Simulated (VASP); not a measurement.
BeS (zinc blende): the lattice constant a from VASP (plane waves, PAW) at several levels of theory. Static lattice.  The measured value holds thermal and zero-point effects that the static calculation lacks.

| level | lattice constant a (Å) | error against measurement |
|---|---|---|
| LDA | 4.798 | -1.5 % |
| PBE | 4.877 | +0.1 % |
| PBEsol | 4.841 | -0.6 % |
| SCAN | 4.859 | -0.2 % |
| r2SCAN | 4.874 | +0.1 % |
| HSE06 | 4.851 | -0.4 % |
| HSEsol | 4.829 | -0.8 % |

Measured: 4.870 Å (as given by Narayana, Nesamony, Ruoff (BeS at high pressure; core.ac.uk copy)).

The cell of the LDA run:

```
BeS
1.0
    0.00000     2.39877     2.39877
    2.39877     0.00000     2.39877
    2.39877     2.39877     0.00000
Be S
1 1
Cartesian
  0.00000   0.00000   0.00000
  1.19939   1.19939   1.19939
```

Only levels that ran to the end are used. Left out are those held back, those with too coarse a band path, GW runs whose mesh misses a band edge, hybrids' fits of cells that aren't cubic and levels without matching references; a question may draw on a part of the rest.

The compound is BeS in the zinc blende structure.
